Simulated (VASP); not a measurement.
Here is the system:

```xyz
2
Lattice="0.0000 3.1758 3.1758 3.1758 0.0000 3.1758 3.1758 3.1758 0.0000" Properties=species:S:1:pos:R:3 pbc="T T T"
Ag     3.1758     3.1758     6.3516
I      1.5879     1.5879     1.5879
```

Computed with vdW-DF-cx, VASP's PBE PAW potentials (set 64) (plane waves; VASP). Settings: 520 eV cut-off, 7×7×7 Γ-centred mesh, Gaussian smearing of 0.050 eV, potentials Ag I.

Unless said otherwise, spin-orbit coupling is left out, though it shifts the bands of the heavy elements here.

**Question.** Estimate the energy per atom (σ→0), pressure, band gap (on the k-mesh) with the smallest direct gap where there is one.

**Answer.** 
- band gap (on the k-mesh) = 1.24 eV
- smallest direct gap (on the k-mesh) = 1.24 eV
- energy per atom (σ→0) = 0.131 eV/atom
- pressure = 23.5 kbar

Only differences to runs with the same potentials and settings are physical.

The compound is AgI in the zinc blende structure, whereas wurtzite is the usual form. This cell is one point of a volume scan, at 0.94 of the reference volume.
